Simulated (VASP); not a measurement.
## Fe3Ge (space group Fm-3m): computed properties

Level of theory: r2SCAN meta-GGA, VASP's PBE PAW potentials (set 64) (plane waves; VASP).

```json
{
 "space_group": "Fm-3m (225)",
 "cell": "a = b = c = 5.7386 Å, α = β = γ = 90.00°",
 "volume_per_atom": "11.81 Å³/atom",
 "band gap (over mesh and band path)": "none (metal, semimetal or under 0.01 eV)",
 "cell_moment": "7.08 μB",
 "density": "8.44 g/cm³"
}
```

Fe3Ge is modelled in the cubic space group Fm-3m (No. 225), Pearson symbol cF16. Lattice parameters: a = b = c = 5.739 Å, α = β = γ = 90.00°. Fe1 on 4b is coordinated by 8 Fe at 2.485 Å and 6 Ge at 2.869 Å. Fe2 on 8c is coordinated by 4 Ge at 2.485 Å and 4 Fe at 2.485 Å and 6 Fe at 2.869 Å. Ge on 4a is coordinated by 8 Fe at 2.485 Å and 6 Fe at 2.869 Å. (Neighbours: up to the widest gap in distance over summed covalent radii, below 1.35, at either atom; cation-cation and far metal-metal contacts left out.)
(The calculation used a cell of 4 atoms; values per cell refer to that cell.)

The run has a spin-polarised start.

The structure comes from a computed database's Fe3Ge entry (Fm-3m); how it stands against other phases isn't given here. It was relaxed first. Symmetry was kept, so distortions that lower it aren't found.
